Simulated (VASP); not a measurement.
YZn, 2 atoms in the cell. Symmetry: Pm-3m, No. 221, cubic system. Conventional cell: a = 3.560 Å, b = 3.560 Å, c = 3.560 Å, α = 90.00°, β = 90.00°, γ = 90.00°. Y (site symmetry m-3m) has 8 Zn at 3.08 Å as nearest neighbours. Around Zn (site symmetry m-3m) lie 8 Y at 3.08 Å. 

| Quantity | Value |
| --- | --- |
| Program | VASP 6.6.1 |
| Task | single point |
| Functional | PBEsol |
| Potentials or basis | VASP PAW PBE potentials, release 64 (Y_sv, Zn) |
| Cutoff | 520 eV |
| k mesh | 6 × 6 × 6 |
| Occupations | fermi-dirac, width 0.1 eV |
| Spin | no spin polarisation |
| Dipole correction | no |
| Further INCAR settings | ALGO = Normal; EDIFF = 1e-07; NBANDS = 18 |

Potentials or basis: VASP PAW PBE potentials, release 64 (Y_sv, Zn).

Run with:

```sh
$ cat potpaw_PBE.64/Y_sv/POTCAR potpaw_PBE.64/Zn/POTCAR > POTCAR
$ mpirun -np 1 vasp_std > vasp.out
```

Hardware: 1 thread of Intel(R) Xeon(R) Platinum 8259CL CPU @ 2.50GHz (Skylake/Cascade Lake), with other jobs on the host.

Problem. Estimate the wall time of this run.

Solution. It took 17 s on 1 thread of Intel(R) Xeon(R) Platinum 8259CL CPU @ 2.50GHz (Skylake/Cascade Lake), on a shared host, peak memory 0.18 GiB. Counts: scf iterations 15, k points 20.
